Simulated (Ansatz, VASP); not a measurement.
# Two plane-wave programs on AgPbF4

```
CELL_PARAMETERS angstrom
3.49767 0.00000 0.00000
-1.74884 3.02907 0.00000
0.00000 0.00000 7.55497
ATOMIC_POSITIONS crystal
Ag 0.00000 0.00000 0.50000
Pb 0.00000 0.00000 0.00000
F 0.33333 0.66667 0.25000
F 0.33333 0.66667 0.75000
F 0.66667 0.33333 0.25000
F 0.66667 0.33333 0.75000
```

Alike in both runs: task single point; functional PBE; k mesh 6 × 6 × 2; occupations gaussian, width 0.1 eV; no spin polarisation.

|  | VASP | Ansatz |
| --- | --- | --- |
| version | VASP 6.6.1 | Ansatz 0.2.0 |
| potentials or method | VASP PAW PBE potentials, release 64 (Ag, Pb_d, F) | scalar-relativistic, plane waves, PAW |
| plane-wave cutoff (eV) | 520 | 420 |
| valence electrons in the cell | 53 | 61 |

```csv
,VASP,Ansatz,Ansatz less VASP
gap on the k mesh at the Fermi level (eV),none,none,-
pressure (GPa),14.1,14.4,+0.33
largest component of the traceless stress (GPa),33.05,33.07,+0.028
rms of the force components (eV/Å),0.338,0.341,+0.0033
```

Atom by atom the forces differ by 0.003 eV/Å (rms over components). A gap of «none» marks a metal or a gap that the smearing closes. The two sets of potentials don't hold the same shells in valence.

Caveats: the k mesh is coarse (spacing up to 0.42 Å⁻¹), so the values aren't converged; an odd number of electrons without spin polarisation forces a metal; a magnetic or distorted state may lie lower. Spin-orbit coupling is left out, which matters for the levels of Pb.
